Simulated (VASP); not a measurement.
Output of a VASP run:

File OSZICAR:
```
       N       E                     dE             d eps       ncg     rms          rms(c)
DAV:   1     0.236856738461E+02    0.23686E+02   -0.40821E+03   896   0.936E+02
DAV:   2    -0.388754343993E+01   -0.27573E+02   -0.27211E+02  1368   0.139E+02
DAV:   3    -0.438082809629E+01   -0.49328E+00   -0.49328E+00  1104   0.236E+01
DAV:   4    -0.438281516660E+01   -0.19871E-02   -0.19871E-02  1472   0.143E+00
DAV:   5    -0.438281714493E+01   -0.19783E-05   -0.19783E-05  1144   0.225E-02    0.428E+00
DAV:   6    -0.552699933284E+01   -0.11442E+01   -0.67285E+00  1008   0.352E+01    0.315E+00
DAV:   7    -0.507626024512E+01    0.45074E+00   -0.36529E+00   960   0.812E+01    0.118E+00
DAV:   8    -0.512105381301E+01   -0.44794E-01   -0.13904E+00   952   0.165E+01    0.876E-01
DAV:   9    -0.517424663122E+01   -0.53193E-01   -0.73891E-01  1016   0.105E+01    0.447E-01
DAV:  10    -0.550967166706E+01   -0.33543E+00   -0.12153E-01   928   0.409E+00    0.234E-01
DAV:  11    -0.550940357583E+01    0.26809E-03   -0.49970E-04  1336   0.244E-01    0.219E-01
DAV:  12    -0.551203886192E+01   -0.26353E-02   -0.42073E-04   952   0.195E-01    0.244E-01
DAV:  13    -0.550837896136E+01    0.36599E-02   -0.39194E-03  1032   0.602E-01    0.552E-01
DAV:  14    -0.549961137658E+01    0.87676E-02   -0.35242E-02  1064   0.122E+00    0.113E+00
DAV:  15    -0.551952345155E+01   -0.19912E-01   -0.20962E-02   968   0.152E+00    0.485E-01
DAV:  16    -0.551933432926E+01    0.18912E-03   -0.47170E-03  1304   0.406E-01    0.953E-03
DAV:  17    -0.551932861495E+01    0.57143E-05   -0.80964E-05   944   0.963E-02    0.189E-02
DAV:  18    -0.551935070110E+01   -0.22086E-04   -0.33337E-05  1064   0.650E-02    0.491E-03
DAV:  19    -0.551935503046E+01   -0.43294E-05   -0.72566E-06   912   0.307E-02    0.112E-03
DAV:  20    -0.551935584829E+01   -0.81783E-06   -0.16668E-06   928   0.135E-02    0.232E-03
DAV:  21    -0.551935579741E+01    0.50874E-07   -0.34721E-07   992   0.433E-03
   1 F= -.55193558E+01 E0= -.55193558E+01  d E =0.000000E+00
       N       E                     dE             ncg
       N       E                     dE             ncg
```

OUTCAR:
```
------------------------ aborting loop because EDIFF is reached ----------------------------------------
  FORCE on cell =-STRESS in cart. coord.  units (eV):
  Direction    XX          YY          ZZ          XY          YZ          ZX
  --------------------------------------------------------------------------------------
  Total        0.0035082      0.0035082      0.0035082      0.0000000      0.0000000      0.0000000
  in kB        0.2051557      0.2051557      0.2051557      0.0000000      0.0000000      0.0000000
  external PRESSURE =       0.2051557 kB  Pullay stress =       0.0000000 kB
  volume of cell :       27.40
      direct lattice vectors                 reciprocal lattice vectors
     0.000000000  2.392727216  2.392727216    -0.208966570  0.208966570  0.208966570
     2.392727216  0.000000000  2.392727216     0.208966570 -0.208966570  0.208966570
     2.392727216  2.392727216  0.000000000     0.208966570  0.208966570 -0.208966570
  FREE ENERGIE OF THE ION-ELECTRON SYSTEM (eV)
  ---------------------------------------------------
  free  energy   TOTEN  =        -5.5193557974 eV

  energy  without entropy=       -5.5193557974  energy(sigma->0) =       -5.51935580

 total charge

# of ion       s       p       d       tot
------------------------------------------
    1        0.668   1.162   0.000   1.831
    2        1.169   1.668   0.088   2.925
--------------------------------------------------
tot          1.837   2.830   0.088   4.756
```
(Selected blocks of OUTCAR.)

POSCAR:
```
BAs
1
    0.0000000000     2.3927272161     2.3927272161
    2.3927272161     0.0000000000     2.3927272161
    2.3927272161     2.3927272161     0.0000000000
B As
1 1
Direct
  0.0000000000   0.0000000000   0.0000000000
  0.2500000000   0.2500000000   0.2500000000
```

### Question
Reconstruct the remaining input files.

### Answer
This is not unique; one that fits is the input of the run itself, revTPSS meta-GGA, plane waves, VASP's PBE PAW potentials (set 64).

INCAR:
```
SYSTEM = BAs
PREC = Accurate
ENCUT = 520
EDIFF = 1E-7
NELM = 100
ALGO = Normal
LREAL = .FALSE.
LASPH = .TRUE.
ISMEAR = -5
METAGGA = RTPSS
LMIXTAU = .TRUE.
LMAXMIX = 4
LWAVE = .FALSE.
LCHARG = .FALSE.
LORBIT = 11
NEDOS = 601
ISIF = 2
```

KPOINTS_OPT:
```
k-points along high-symmetry lines
10
Line-mode
Reciprocal
  0.000000   0.000000   0.000000 ! GAMMA
 -0.500000  -0.500000   0.000000 ! X

 -0.500000  -0.500000   0.000000 ! X
 -0.375000  -0.375000   0.250000 ! U

 -0.375000  -0.000000   0.375000 ! K
  0.000000   0.000000   0.000000 ! GAMMA

  0.000000   0.000000   0.000000 ! GAMMA
 -0.000000  -0.000000   0.500000 ! L

 -0.000000  -0.000000   0.500000 ! L
 -0.500000  -0.250000   0.250000 ! W

 -0.500000  -0.250000   0.250000 ! W
 -0.500000  -0.500000   0.000000 ! X
```

**KPOINTS**
```
Automatic mesh
0
Gamma
  11 11 11
```

POTCAR, in this order: B As (PBE.64 set). Program: vasp_std.

The compound is BAs in the zinc blende structure. It was relaxed first.
